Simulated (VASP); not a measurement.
OSZICAR of a VASP run on NiAl (CsCl type):

OSZICAR:
```
       N       E                     dE             d eps       ncg     rms          rms(c)
DAV:   1     0.318446875936E+02    0.31845E+02   -0.47577E+03  1168   0.111E+03
DAV:   2    -0.122455436519E+02   -0.44090E+02   -0.41874E+02  1126   0.191E+02
DAV:   3    -0.132081472965E+02   -0.96260E+00   -0.95388E+00  1338   0.351E+01
DAV:   4    -0.132247162494E+02   -0.16569E-01   -0.16562E-01  1300   0.426E+00
DAV:   5    -0.132252142279E+02   -0.49798E-03   -0.49791E-03  1278   0.750E-01    0.128E+01
DAV:   6    -0.151842313747E+02   -0.19590E+01   -0.64596E+01  1254   0.139E+02    0.161E+01
DAV:   7    -0.116076476709E+02    0.35766E+01   -0.17961E+01  1236   0.821E+01    0.119E+00
DAV:   8    -0.115973189036E+02    0.10329E-01   -0.46740E-01  1386   0.874E+00    0.104E+00
DAV:   9    -0.115825622286E+02    0.14757E-01   -0.57674E-02  1302   0.389E+00    0.217E-01
DAV:  10    -0.115820016340E+02    0.56059E-03   -0.24988E-03  1266   0.823E-01    0.789E-02
DAV:  11    -0.115820015857E+02    0.48283E-07   -0.64927E-05  1260   0.810E-02    0.336E-02
DAV:  12    -0.115819997699E+02    0.18158E-05   -0.54904E-06  1456   0.420E-02    0.432E-03
DAV:  13    -0.115819994101E+02    0.35987E-06   -0.38492E-07  1676   0.780E-03    0.201E-03
DAV:  14    -0.115819993971E+02    0.12993E-07   -0.52133E-08  1198   0.219E-03    0.750E-04
DAV:  15    -0.115819994172E+02   -0.20112E-07   -0.47900E-09   576   0.114E-03    0.175E-04
DAV:  16    -0.115819994229E+02   -0.57651E-08   -0.14375E-09   560   0.461E-04
   1 F= -.11581999E+02 E0= -.11581777E+02  d E =-.115820E+02
```

Q: Which electronic solver shows in the log?

A: It is blocked Davidson (ALGO = Normal, or the opening steps of other solvers). The INCAR had ALGO = Normal.

Q: How was spin treated?

A: Without spin polarisation: there is no mag entry.

Q: Can the final energy be trusted as converged?

A: The calculation finished and met its thresholds. It stopped with EDIFF = 1E-8, NELM = 100, NSW = 30 and EDIFFG = -0.001 after 1 ionic step (PBEsol GGA, plane waves, VASP's PBE PAW potentials (set 64)).

The compound is NiAl in the CsCl type structure. It was relaxed first. The start is the result of an earlier pass. The run is not spin-polarised, so no magnetic state was tried. The electron count is odd and the run is not spin-polarised, which forces a metal.
